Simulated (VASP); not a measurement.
```xyz
6
Lattice="1.5604 -2.7027 0.0000 1.5604 2.7027 0.0000 0.0000 0.0000 12.0561" Properties=species:S:1:pos:R:3 pbc="T T T"
Mo     1.5604     0.9009     3.0140
Mo     1.5604    -0.9009     9.0420
S      1.5604     0.9009    10.5894
S      1.5604    -0.9009     4.5614
S      1.5604    -0.9009     1.4666
S      1.5604     0.9009     7.4947
```

All values below come from PBE GGA with D4 dispersion, VASP's PBE PAW potentials (set 64) (plane waves; VASP). Run with 520 eV cut-off, 8×8×2 Γ-centred mesh, Gaussian smearing of 0.050 eV, potentials Mo_sv S.

Problem. The ions and cell shape at fixed volume are relaxed. What does this cell relax into?

Solution. 
```xyz
6
Lattice="1.5697 -2.7188 0.0000 1.5697 2.7188 0.0000 0.0000 0.0000 11.9142" Properties=species:S:1:pos:R:3 pbc="T T T"
Mo     1.5697     0.9063     2.9786
Mo     1.5697    -0.9063     8.9357
S      1.5697     0.9063    10.5004
S      1.5697    -0.9063     4.5433
S      1.5697    -0.9063     1.4138
S      1.5697     0.9063     7.3709
```
Space group P6_3/mmc (194), at a tolerance of 0.03 Å.

Problem. How much energy does the relaxation gain?

Solution. The energy (σ→0) changes by -6.1 meV/atom, in 6 ionic steps.

The compound is MoS2 in the 2H layered structure. This cell is one point of a volume scan, at 0.97 of the reference volume. Symmetry was kept, so distortions that lower it aren't found.
